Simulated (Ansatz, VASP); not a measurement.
## C (Diamond): VASP beside Ansatz

Aim: how closely do two programs agree when they are given the same cell, functional and k mesh? The cell is taken from a series of runs on this material, whose earlier steps may have relaxed or scaled it; both programs get it as it stands.

Main program and level: Ansatz 0.2.0; plane waves, with VASP 6.6.1 beside it; single point at r2SCAN and single point at LDA.

**1. Starting point**

The structure is cubic, space group Fd-3m (No. 227). Conventional cell: a = 3.637 Å, b = 3.637 Å, c = 3.637 Å, α = 90.00°, β = 90.00°, γ = 90.00°. Nearest to C lie 4 C at 1.57 Å.

**2. VASP: single point, r2SCAN**

A single point gives forces, pressure and levels at one fixed geometry, so differences don't come from the geometry; what else differs is listed under the comparison.

Lines of VASP's logs that name or quote its potential files are left out, and so is its time.

File INCAR:

```
SYSTEM = C
PREC = Accurate
ENCUT = 1190
EDIFF = 1E-06
NELM = 100
ISMEAR = 0
SIGMA = 0.05
LREAL = .FALSE.
ALGO = Normal
METAGGA = R2SCAN
LASPH = .TRUE.
NBANDS = 10
LORBIT = 11
LWAVE = .FALSE.
LCHARG = .FALSE.
KPAR = 2
ISIF = 2
```

File POSCAR:

```
C
1.0
    0.0000000000      1.8183469191      1.8183469191
    1.8183469191      0.0000000000      1.8183469191
    1.8183469191      1.8183469191      0.0000000000
C
2
Direct
    0.7500000000      0.7500000000      0.7500000000
    0.5000000000      0.5000000000      0.5000000000
```

File KPOINTS:

```
Automatic mesh
0
Gamma
8 8 8
0 0 0
```

PAW data sets: C_h (PBE family, release 64).

Command:

```console
$ mpirun -np 2 vasp_std
```

Numbers of over 12 decimals in the logs are rounded to 6 here.

Log:

```text
[banner, memory and clock lines left out]
running    2 mpi-ranks, on    1 nodes
 distrk:  each k-point on    1 cores,    2 groups
 distr:  one band on    1 cores,    1 groups

 POSCAR found type information on POSCAR C
 POSCAR found :  1 types and       2 ions
|                                                                             |
|               ----> ADVICE to this user running VASP <----                  |
|                                                                             |
|     You enforced a specific xc type in the INCAR file but a different       |
|     [... a line on the potential file left out ...]
|     I HOPE YOU KNOW WHAT YOU ARE DOING!                                     |
|                                                                             |

 LDA part: xc-table for (None), standard interpolation
 POSCAR, INCAR and KPOINTS ok, starting setup
 FFT: planning ... GRIDC
 FFT: planning ... GRID_SOFT
 FFT: planning ... GRID
 WAVECAR not read
 entering main loop
       N       E                     dE             d eps       ncg     rms          rms(c)
DAV:   1     0.152808850005E+02    0.15281E+02   -0.78468E+03   580   0.153E+03
DAV:   2    -0.208046907061E+02   -0.36086E+02   -0.33985E+02   910   0.189E+02
DAV:   3    -0.219984967053E+02   -0.11938E+01   -0.11889E+01   688   0.307E+01
DAV:   4    -0.220025202778E+02   -0.40236E-02   -0.40231E-02   684   0.193E+00
DAV:   5    -0.220025256106E+02   -0.53328E-05   -0.53327E-05   660   0.713E-02    0.433E+00
DAV:   6    -0.197177909632E+02    0.22847E+01   -0.26466E-01   670   0.497E+00    0.254E+00
DAV:   7    -0.196544780423E+02    0.63313E-01   -0.20028E-01   676   0.360E+00    0.308E-01
DAV:   8    -0.196553967634E+02   -0.91872E-03   -0.28545E-03   650   0.633E-01    0.106E-01
DAV:   9    -0.196555296956E+02   -0.13293E-03   -0.12137E-04   672   0.167E-01    0.119E-02
DAV:  10    -0.196555334166E+02   -0.37210E-05   -0.16798E-06   700   0.157E-02    0.481E-03
DAV:  11    -0.196555353551E+02   -0.19385E-05   -0.40889E-07   338   0.668E-03    0.285E-04
DAV:  12    -0.196555352519E+02    0.10323E-06   -0.13402E-08   304   0.141E-03
   1 F= -.19655535E+02 E0= -.19655535E+02  d E =-.247917E-19
```

OUTCAR, selected parts (step 2):

```text
ion  position               nearest neighbor table
   1  0.750  0.750  0.750-
   2  0.500  0.500  0.500-

  LATTYP: Found a face centered cubic cell.
 ALAT       =     3.6366938382

 Subroutine GETGRP returns: Found 48 space group operations
 (whereof 24 operations were pure point group operations)

The static configuration has the point symmetry T_d .
 The point group associated with its full space group is O_h .

 Found     29 irreducible k-points:

   k-points           NKPTS =     29   k-points in BZ     NKDIM =     29   number of bands    NBANDS=     10

   dimension x,y,z NGX =    30 NGY =   30 NGZ =   30
   dimension x,y,z NGXF=    60 NGYF=   60 NGZF=   60

   ENCUT  = 1190.0 eV  87.46 Ry    9.35 a.u.   7.23  7.23  7.23*2*pi/ulx,y,z

   NELECT =       8.0000    total number of electrons

 k-points in reciprocal lattice and weights: Automatic mesh
   0.00000000  0.00000000  0.00000000       0.002
   0.12500000  0.00000000  0.00000000       0.016
   0.25000000  0.00000000  0.00000000       0.016
   0.37500000  0.00000000  0.00000000       0.016
   0.50000000  0.00000000  0.00000000       0.008
   0.12500000  0.12500000  0.00000000       0.012
   0.25000000  0.12500000  0.00000000       0.047
   0.37500000  0.12500000  0.00000000       0.047
   0.50000000  0.12500000  0.00000000       0.047
[...]
-0.37500000  0.50000000  0.12500000       0.023
  -0.25000000  0.50000000  0.25000000       0.012

 average (electrostatic) potential at core
       1 -73.3169       2 -73.3169

 E-fermi :  10.3153

 k-point     1 :       0.0000    0.0000    0.0000
  band No.  band energies     occupation
      1     -11.8699      2.00000
      2      10.0135      2.00000
      3      10.0135      2.00000
      4      10.0135      2.00000
      5      15.7276      0.00000
      6      15.7276      0.00000
      7      15.7276      0.00000
      8      22.4898      0.00000
      9      29.6264      0.00000
    ...

 k-point     2 :       0.1250    0.0000    0.0000
  band No.  band energies     occupation
      1     -11.4365      2.00000
      2       7.5450      2.00000
      3       9.3625      2.00000
      4       9.3625      2.00000
      5      16.5874      0.00000
      6      16.5874      0.00000
      7      16.9403      0.00000
      8      23.0448      0.00000
      9      30.3170      0.00000
    ...

 k-point     3 :       0.2500    0.0000    0.0000
  band No.  band energies     occupation
      1     -10.1529      2.00000
      2       3.3009      2.00000
      3       8.2645      2.00000
      4       8.2645      2.00000
      5      17.9494      0.00000
      6      17.9494      0.00000
      7      17.9516      0.00000
      8      24.4780      0.00000
      9      31.1157      0.00000
    ...

  Total       -1.9570951     -1.9570951     -1.9570951     -0.0000000      0.0000000     -0.0000000
  in kB     -260.7727971   -260.7727971   -260.7727971     -0.0000000      0.0000000     -0.0000000
  external PRESSURE =    -260.7727971 kB  Pullay stress =       0.0000000 kB

  energy-cutoff  :     1190.00
  volume of cell :       12.02
      direct lattice vectors                 reciprocal lattice vectors
     0.000000000  1.818346919  1.818346919    -0.274975031  0.274975031  0.274975031
     1.818346919  0.000000000  1.818346919     0.274975031 -0.274975031  0.274975031
     1.818346919  1.818346919  0.000000000     0.274975031  0.274975031 -0.274975031

 POSITION                                       TOTAL-FORCE (eV/Angst)
 -----------------------------------------------------------------------------------
      2.72752      2.72752      2.72752         0.000000     -0.000000     -0.000000
      1.81835      1.81835      1.81835        -0.000000      0.000000      0.000000
 -----------------------------------------------------------------------------------
    total drift:                                0.000000     -0.000000     -0.000000

  FREE ENERGIE OF THE ION-ELECTRON SYSTEM (eV)
  ---------------------------------------------------
  free  energy   TOTEN  =       -19.6555352519 eV

  energy  without entropy=      -19.6555352519  energy(sigma->0) =      -19.65553525

 total charge
# of ion       s       p       d       tot
------------------------------------------
    1        0.453   0.974   0.000   1.427
    2        0.453   0.974   0.000   1.427
--------------------------------------------------
tot          0.905   1.948   0.000   2.853

[... 3 further parts left out ...]
```

The run ends at a pressure of -26.08 GPa.

**3. Ansatz: single point, r2SCAN**

Ansatz runs on its default PAW (the set named soft_2) files.

The same cell, functional, mesh and smearing now go to Ansatz, which takes its cutoff from its data sets.

File input.yaml:

```yaml
crystal:
  lattice:
    - [0.0, 1.8183469191, 1.8183469191]
    - [1.8183469191, 0.0, 1.8183469191]
    - [1.8183469191, 1.8183469191, 0.0]
  atoms:
    - { symbol: C, position: [0.75, 0.75, 0.75] }
    - { symbol: C, position: [0.5, 0.5, 0.5] }
hamiltonian:
  xc: r2scan
  pseudopotentials: { kind: paw }
kpoints:
  mp_grid: { grid: [8, 8, 8] }
scf:
  occupations: { method: gaussian, width: 0.05 }
  n_extra_bands: 4
output:
  forces: true
  stress: true
  eigenvalues: true
  write_density: true
  write_potential: true
  elf: true
  volumetric_format: npy
```

Command:

```console
$ ansatz run input.yaml --threads 2 --pin off --max-ram 4608MiB --backend cpu --events-out ev --progress --plain --runs-dir out
```

Log:

```text
scf.n_extra_bands = 4 over 4 filled bands (N_el = 8.0): the run solves 8 bands
Engine: ansatz 0.2.0, x86_64-unknown-linux-gnu
Pseudopotentials: kind: paw
Pseudopotential: C, paw, valence charge 4, recommended cutoff 500 eV (meta_gga), C.paw.azcp
Functional definition: r2SCAN
  parameter k0 = 0.174
  parameter k1 = 0.065
  parameter a1 = 4.9479
  exchange = r2scan_x(k0 = k0, k1 = k1, a1 = a1)
  correlation = r2scan_c
Crystal: 2 atoms, lattice volume = 12.024 Å³
Basis set: ecut = 500 eV, 307 PW (Γ), exchange–correlation on 80×80×80 points (64 copies of the dense FFT grid, shifted against one another)
Bands: 8, of which v1, the nominal top of the filled ones, is band 4 counted from 1 (3 counted from 0)
Symmetry: 48 space group operations
Space group: Fd-3m (ITA 227), of the structure as read, at distance tolerance 2.3e-5 Å
k-points: 29 of 512
Non-local potential: C, projectors of the file, l = 0: 2, l = 1: 2, l = 2: 1
PAW form: soft (Blöchl's): semilocal exchange-correlation on the pseudo side does not see the compensation charge
PAW frozen core: C, regenerated for the run's functional (the file was generated under x = pbe(κ = 0.804, μ = 0.219515), c = pbe(β = 0.066725))
PAW one-centre angular grid: C, 302 points (default); XC on 239 of its mesh's 2573 points in the sphere
Initial density: superposition of atomic densities (neutral atoms: chi_scale 0, normalization atom), corrected by the library's trained network
Initial wavefunctions: pseudopotential atomic-orbital guess
Functional: x = r2scan, c = r2scan; τ floored in thin density (d = 2e-4 eV/Å³)
SCF iter   1: F=—  HF=-502.998715 eV  |F-HF|=—  |Δ(HF+E_count)|=         —  Δρ=9.09e-3  dr2=2.70e-3  dr2_τ=3.21e-1  ethr=1.77e-3  ⟨swp⟩=5.0  Hψ=1538  notcnv=0
preconditioner: auto → none  [insulator: Δε(μ)=4.172 eV  Ē_g=19.916 eV  σ=0.050 eV  W_gap=1.00  n_scr=0 (ndim 8)  ℏωp=30.3 eV  f_vac=0.000  D(μ)=0.00/eV (n_scr^D=0)  ε∞_Penn≈3.3]
SCF iter   2: F=—  HF=-503.048496 eV  |F-HF|=—  |Δ(HF+E_count)|=   4.98e-2  Δρ=5.56e-3  dr2=1.05e-3  dr2_τ=5.42e-5  ethr=3.37e-5  ⟨swp⟩=2.0  Hψ=696  notcnv=0
SCF iter   3: F=—  HF=-503.048513 eV  |F-HF|=—  |Δ(HF+E_count)|=   1.69e-5  Δρ=1.70e-3  dr2=1.05e-4  dr2_τ=1.32e-5  ethr=1.31e-5  ⟨swp⟩=1.6  Hψ=287  notcnv=0
SCF iter   4: F=—  HF=-503.048541 eV  |F-HF|=—  |Δ(HF+E_count)|=   2.80e-5  Δρ=4.33e-4  dr2=6.85e-6  dr2_τ=4.28e-7  ethr=1.32e-6  ⟨swp⟩=1.4  Hψ=263  notcnv=0
SCF iter   5: F=—  HF=-503.048542 eV  |F-HF|=—  |Δ(HF+E_count)|=   1.93e-6  Δρ=1.13e-4  dr2=4.71e-7  dr2_τ=5.31e-8  ethr=8.56e-8  ⟨swp⟩=1.1  Hψ=242  notcnv=0
SCF iter   6: F=-503.048543 eV  HF=-503.048543 eV  |F-HF|=2.15e-9  |Δ(HF+E_count)|=   2.72e-7  Δρ=7.99e-6  dr2=2.19e-9  dr2_τ=3.42e-10  ethr=1.25e-9  ⟨swp⟩=8.9  Hψ=1582  notcnv=0
SCF 1 converged in 6 iterations: F = -503.048543 eV  dr2 = 2.19e-9
  greatest PAW one-centre occupation: 0.649 electrons in one spin orbital (limit 2), on the C atom at site 1 (counted from 0), in its partial waves of l = 0
SCF converged after 6 iterations
Free energy (F): -503.048543 eV
Harris-Foulkes:  -503.048543 eV  (|F-HF|=2.15e-9)
Internal energy: -503.048543 eV  (E = F + TS)
E sigma→0 (E₀):  -503.048543 eV
Fermi energy:    14.369178 eV
--- Per-component energies (eV) ---
  E_band       = 24.913483
  E_kinetic    = 180.134005
  E_local      = -125.288570  (includes V_loc(G=0)·N_el)
  E_nonlocal   = 51.841440
  E_hartree    = 27.470565
  E_xc         = -94.794534
  E_vxc        = -130.931451  (∫ρ·V_xc dr)
  E_paw        = -201.093778  (= ΣΔE_a)
  E_vpaw       = -12.703897  (= ΣTr[D̂ρ^β])
  E_aug_tail   = 0.000009  (compensation charges beyond the density's cutoff)
  E_vtau       = 6.920852  (kinetic-family band-sum trace: ∫τ·v_τ [+ j·A + Jᵃ·Aᵃ] dr)
  E_ewald      = -341.268132
  E_core_change = -0.049547  (= ΣΔE_core)
  E_smearing   = -0.000000  (= −TS)
  E_closure    = 0.000000  (closes the sum)
  Σ components = -503.048543   (vs F -503.048543, Δ=0.00e0)
--- Forces (eV/Å), atoms counted from 1 ---
  atom   1  C     -0.00000000     0.00000000    -0.00000000
  atom   2  C      0.00000000     0.00000000     0.00000000
  max |Σ_I F_I| component: 1.11e-16 eV/Å
--- Stress (GPa, compression-positive) ---
      -25.525175      -0.000000       0.000000
        0.000000     -25.525175       0.000000
       -0.000000       0.000000     -25.525175
  P = ⅓ Tr σ = -25.5252 GPa (-255.252 kbar)
--- Band table (eV; the first three rows and the last of 29) ---
  k-point 0: bands = ["-9.6258", "12.2595", "12.2595", "12.2595", "17.9745", "17.9745", "17.9745", "24.6703"]
  k-point 1: bands = ["-9.1926", "9.7903", "11.6083", "11.6083", "18.8334", "18.8334", "19.1822", "25.2323"]
  k-point 2: bands = ["-7.9091", "5.5450", "10.5092", "10.5092", "20.1812", "20.1951", "20.1951", "26.6844"]
  k-point 28: bands = ["-0.2149", "-0.2149", "4.0654", "4.0654", "23.2467", "23.2467", "24.4167", "24.4167"]
```

In the SCF lines HF is the Harris–Foulkes energy and dr2 the Hartree energy of the density residual, in eV; the loop may stop once dr2 is under the threshold and the program's other checks hold. Hψ counts applications of the Hamiltonian.

The run ends at a pressure of -25.53 GPa.

**4. Side by side**

Known differences besides the PAW data sets themselves: VASP keeps PBE cores, Ansatz makes them for the functional; the cutoff is 500 eV in Ansatz and 1190 eV in VASP. Total energies have different zeros and are not compared.

Both answers:

| quantity | Ansatz | VASP | difference |
| --- | --- | --- | --- |
| pressure (GPa) | -25.53 | -26.08 | +0.55 |
| gap on the k mesh (eV) | 4.220 | 4.221 | -0.001 |

Ansatz's pressure holds a Pulay correction of 0.06 GPa; VASP's holds none.

**5. Ansatz: single point, LDA**

A single point gives forces, pressure and levels at one fixed geometry, so differences don't come from the geometry; what else differs is listed under the comparison. The cell compared in this pair holds 10.44 Å³, against 12.02 Å³ for the pair before.

The cell is taken from a series of runs on this material, whose earlier steps may have relaxed or scaled it; both programs get it as it stands.

input.yaml, the sections that differ from step 3:

```yaml
crystal:
  lattice:
    - [0.0, 1.734485735, 1.734485735]
    - [1.734485735, 0.0, 1.734485735]
    - [1.734485735, 1.734485735, 0.0]
  atoms:
    - { symbol: C, position: [0.75, 0.75, 0.75] }
    - { symbol: C, position: [0.5, 0.5, 0.5] }
hamiltonian:
  xc: lda
  pseudopotentials: { kind: paw }
output:
  forces: true
  stress: true
  eigenvalues: true
# kpoints, scf: as in step 3
```

Log:

```text
[...]
Crystal: 2 atoms, lattice volume = 10.436 Å³
Basis set: ecut = 420 eV, 181 PW (Γ)
Bands: 8, of which v1, the nominal top of the filled ones, is band 4 counted from 1 (3 counted from 0)
[... 1 set-up line as in the run before ...]
[...]
k-points: 29 of 512
[...]
SCF iter   1: F=—  HF=-485.937636 eV  |F-HF|=—  |Δ(HF+E_count)|=         —  Δρ=8.47e-3  dr2=3.36e-3  ethr=1.77e-3  ⟨swp⟩=4.6  Hψ=1497  notcnv=0
[...]
SCF iter   6: F=-485.936610 eV  HF=-485.936610 eV  |F-HF|=9.04e-12  |Δ(HF+E_count)|=  8.63e-11  Δρ=4.37e-7  dr2=1.61e-11  ethr=4.33e-12  ⟨swp⟩=1.1  Hψ=719  notcnv=0
SCF 1 converged in 6 iterations: F = -485.936610 eV  dr2 = 1.61e-11
[...]
SCF converged after 6 iterations
Free energy (F): -485.936610 eV
[...]
Internal energy: -485.936610 eV  (E = F + TS)
E sigma→0 (E₀):  -485.936610 eV
Fermi energy:    16.764427 eV
[...]
--- Stress (GPa, compression-positive) ---
       27.729266       0.000000       0.000000
        0.000000      27.729266      -0.000000
       -0.000000       0.000000      27.729266
  P = ⅓ Tr σ = 27.7293 GPa (277.293 kbar)
--- Band table (eV; the first three rows and the last of 29) ---
[...]
```

The run ends at a pressure of 27.73 GPa.

**6. VASP: single point, LDA**

The same cell, functional (in two slightly different forms), mesh and smearing now go to VASP, with its own data sets and cutoff.

Changes to INCAR since step 2:

```diff
@@ -9,4 +9,3 @@
 ALGO = Normal
-METAGGA = R2SCAN
-LASPH = .TRUE.
+GGA = CA
 NBANDS = 10
```

File POSCAR:

```
C
1.0
    0.0000000000      1.7344857350      1.7344857350
    1.7344857350      0.0000000000      1.7344857350
    1.7344857350      1.7344857350      0.0000000000
C
2
Direct
    0.7500000000      0.7500000000      0.7500000000
    0.5000000000      0.5000000000      0.5000000000
```

KPOINTS is that of step 2.

The projector-augmented-wave data sets are C_h (LDA family, release 64).

Command:

```console
$ mpirun -np 2 vasp_std
```

Log:

```text
[banner, memory and clock lines left out]
running    2 mpi-ranks, on    1 nodes
[...]
LDA part: xc-table for (Slater(with rela. corr.)+CA(PZ))
 , standard interpolation
 POSCAR, INCAR and KPOINTS ok, starting setup
[...]
entering main loop
       N       E                     dE             d eps       ncg     rms          rms(c)
DAV:   1     0.166963375556E+02    0.16696E+02   -0.80723E+03   580   0.151E+03
DAV:   2    -0.201114756145E+02   -0.36808E+02   -0.35457E+02   840   0.208E+02
DAV:   3    -0.211634222068E+02   -0.10519E+01   -0.10494E+01   698   0.303E+01
DAV:   4    -0.211663649305E+02   -0.29427E-02   -0.29422E-02   682   0.168E+00
[...]
DAV:   9    -0.202134922382E+02    0.13976E-04   -0.44160E-05   656   0.592E-02    0.137E-02
DAV:  10    -0.202134933435E+02   -0.11054E-05   -0.30048E-06   642   0.178E-02    0.276E-03
DAV:  11    -0.202134932883E+02    0.55197E-07   -0.13376E-07   360   0.394E-03
   1 F= -.20213493E+02 E0= -.20213493E+02  d E =-.188858E-26
```

Parts of OUTCAR (step 6):

```text
  Total        1.8800608      1.8800608      1.8800608     -0.0000000     -0.0000000      0.0000000
  in kB      288.6292079    288.6292079    288.6292079     -0.0000000     -0.0000000      0.0000000
  external PRESSURE =     288.6292079 kB  Pullay stress =       0.0000000 kB

 POSITION                                       TOTAL-FORCE (eV/Angst)
 -----------------------------------------------------------------------------------
      2.60173      2.60173      2.60173        -0.000000     -0.000000     -0.000000
      1.73449      1.73449      1.73449         0.000000      0.000000      0.000000
 -----------------------------------------------------------------------------------
    total drift:                                0.000000      0.000000     -0.000000

  FREE ENERGIE OF THE ION-ELECTRON SYSTEM (eV)
  ---------------------------------------------------
  free  energy   TOTEN  =       -20.2134932883 eV

  energy  without entropy=      -20.2134932883  energy(sigma->0) =      -20.21349329

[... 1 part as in an earlier step ...]

[... 2 further parts left out ...]
[key lines of the parts left out:]
E-fermi :  12.5880
```

The run ends at a pressure of 28.86 GPa.

**7. Side by side**

What differs besides the data sets and the points named for the pairs above, as far as they apply: the two LDA forms differ slightly; the cutoff is 420 eV in Ansatz and 1190 eV in VASP; Ansatz makes its cores anew for this functional, VASP keeps those of its LDA data sets. Total energies have different zeros and are not compared.

Compared:

| quantity | Ansatz | VASP | difference |
| --- | --- | --- | --- |
| pressure (GPa) | 27.73 | 28.86 | -1.13 |
| gap on the k mesh (eV) | 4.309 | 4.305 | +0.004 |

Ansatz's pressure holds a Pulay correction of 1.32 GPa; VASP's holds none.

**8. Results**

| Quantity | Value |
| --- | --- |
| difference in gap on the k mesh (single point, r2SCAN) | -0.0011 eV |
| difference in pressure (single point, r2SCAN) | 0.55 GPa |
| difference in gap on the k mesh (single point, LDA) | 0.0041 eV |
| difference in pressure (single point, LDA) | -1.1 GPa |

**Reading.** The difference in pressure is -1.1 GPa (single point, LDA), beyond the 1 GPa picked in this series as the mark of a large difference. Differences of this kind measure data sets and numerical settings, not the functional's error against experiment.

[Lines on the potential files, build, host, timing and source positions are cut from VASP's logs without a mark.]

[Logs are printed without paths, hosts, clocks, repeated set-up lines and the standing remarks that a program may print on its own settings, such as how far it seeks lower states.]

[Hosts, paths, dates, database ids (printed as entryN), source tags and the programs' standing remarks are cut or masked in the printed files.]
